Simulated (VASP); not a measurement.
CeZn2Ni:

```
CELL_PARAMETERS angstrom
3.86439 0.00000 0.00000
0.00000 3.86439 0.00000
0.00000 0.00000 4.91927
ATOMIC_POSITIONS crystal
Ce 0.00000 0.00000 0.00000
Zn 0.00000 0.50000 0.50000
Zn 0.50000 0.00000 0.50000
Ni 0.50000 0.50000 0.00000
```

The cell comes from a database or a generator and needn't be the stable form of this composition.

Base run:

```yaml
Program: VASP 6.6.1
Functional: BLYP
Potentials_or_basis: VASP PAW PBE potentials, release 64 (Ce, Zn, Ni)
Cutoff: 520 eV
k_mesh: 5 × 5 × 5
Occupations: fermi-dirac, width 0.05 eV
Spin: collinear spin, ferromagnetic start
Starting_moments: "[1.0, 0.0, 0.0, 1.0] μB"
```

Its results: net moment 0.37 μB per cell.

Q: After a change of settings the same cell gave: net moment -0.03 μB per cell. Which change was it?
A. functional from BLYP to PW91
B. functional from BLYP to LDA; potentials or basis from VASP PAW PBE potentials, release 64 (Ce, Zn, Ni) to VASP PAW LDA potentials, release 64 (Ce, Zn, Ni)
C. functional from BLYP to RPBE

A: C.

Caveats: the magnetic or orbital state may not be the lowest.

Runs at the PBE level aren't shown here.
